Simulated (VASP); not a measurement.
Ta:

```
Ta
1.0
    -1.65128    1.65128    1.65128
     1.65128   -1.65128    1.65128
     1.65128    1.65128   -1.65128
Ta
1
Direct
  0.00000 0.00000 0.00000
```

| Property | Result |
| --- | --- |
| Program | VASP 6.6.1 |
| Task | relaxation of cell and atoms |
| Functional | LDA |
| Potentials or basis | VASP PAW LDA potentials, release 64 (Ta_pv) |
| Cutoff | 600 eV |
| k mesh | 16 × 16 × 16 |
| Occupations | methfessel-paxton, width 0.1 eV |
| Spin | no spin polarisation |

At the start: pressure -8.2 GPa; volume 18.01 Å³/atom.

Task: How do energy, volume and symmetry change on relaxing?

Result: Over 4 steps the energy falls by 19.9 meV/atom and the volume is 17.27 Å³/atom (-4.1 %); space group Im-3m (No. 229, to 0.05 Å).

Step by step:
| step | energy change (eV) | largest force (eV/Å) | pressure (GPa) | volume (Å³) |
| --- | --- | --- | --- | --- |
| 1 | 0.0000 | 0.0000 | -8.24 | 18.01 |
| 2 | 0.0906 | 0.0000 | 24.48 | 15.70 |
| 3 | -0.0199 | 0.0000 | -0.32 | 17.29 |
| 4 | -0.0199 | 0.0000 | -0.05 | 17.27 |

Final structure:
```yaml
crystal:
  lattice:
    - [-1.62829, 1.62829, 1.62829]
    - [1.62829, -1.62829, 1.62829]
    - [1.62829, 1.62829, -1.62829]
  atoms:
    - { symbol: Ta, position: [0.00000, 0.00000, 0.00000] }
```
